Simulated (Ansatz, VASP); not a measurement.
# Two plane-wave programs on HfSnSe4

```
Hf Sn Se
1.0
     3.87640    0.00000    0.00000
    -1.93820    3.35706    0.00000
     0.00000    0.00000   13.34901
Hf Sn Se
1 1 4
Cartesian
  0.0000 0.0000 6.6745
  0.0000 0.0000 0.0000
  1.9382 1.1190 11.8774
  1.9382 1.1190 5.0278
  0.0000 2.2380 8.3212
  0.0000 2.2380 1.4716
```

Change from the starting cell: species swapped into the ZrTiS4 type (P-3m1, No. 164).

Alike in both runs: task single point; functional PBE; k mesh 6 × 6 × 2; occupations gaussian, width 0.1 eV; no spin polarisation.

```csv
,VASP,Ansatz
version,VASP 6.6.1,Ansatz 0.2.0
potentials or method,"VASP PAW PBE potentials, release 64 (Hf_pv, Sn_d, Se)","scalar-relativistic, plane waves, PAW"
plane-wave cutoff (eV),520,420
valence electrons in the cell,48,104
```

```csv
,VASP,Ansatz,Ansatz less VASP
gap on the k mesh at the Fermi level (eV),0.46,0.46,-0.002
least direct gap on the mesh (eV),1.01,1.01,+0.001
pressure (GPa),-0.9,-0.8,+0.11
largest component of the traceless stress (GPa),0.92,0.91,-0.007
rms of the force components (eV/Å),0.534,0.521,-0.0136
```

Atom by atom the forces differ by 0.015 eV/Å (rms over components). The functional is the same, so the differences come from potentials, cutoffs and numerics. The two sets of potentials don't hold the same shells in valence.

Caveats: spin-orbit coupling is left out, which moves the levels of the heavy elements; this functional lacks dispersion, which binds the layers, so the pressure and a relaxed spacing across them are unreliable; forces of over 1 eV/Å show positions far from the minimum, so gaps and moduli don't describe the material at rest.
